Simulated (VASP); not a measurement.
```
CaF2
1.0
    0.00000     2.73314     2.73314
    2.73314     0.00000     2.73314
    2.73314     2.73314     0.00000
Ca F
1 2
Cartesian
  0.00000   0.00000   0.00000
  1.36657   1.36657   1.36657
  4.09971   4.09971   4.09971
```

Level of theory: rev-vdW-DF2, VASP's PBE PAW potentials (set 64) (plane waves; VASP). Run with 520 eV cut-off, Gaussian smearing of 0.050 eV, potentials Ca_sv F.

Q: Give the energies of bands 7 to 15 at the high-symmetry points, in eV from the valence-band maximum.

A: 
```csv
band,Γ,X,U,L,W
7,-2.10,-2.72,-2.45,-1.51,-2.26
8,-2.10,-1.65,-1.73,-1.51,-2.14
9,-2.10,-1.65,-1.50,-1.29,-1.04
10,-0.26,-0.36,-0.64,-1.25,-1.04
11,-0.26,-0.36,-0.44,-0.83,-0.28
12,-0.26,0.00,-0.10,-0.83,-0.09
13,7.12,8.01,8.27,9.35,8.34
14,9.15,9.52,9.71,9.35,9.72
15,9.15,10.06,9.78,9.74,9.93
```

The gap is indirect, 7.12 eV, from the valence maximum at X to the conduction minimum at Γ.

Measured: gap 11.80 eV (computed value off by -4.68 eV), as given by E. Cadelano et al., The European Physical Journal B (2011), arXiv:1107.5962.

The compound is CaF2 in the fluorite structure. It was relaxed first.
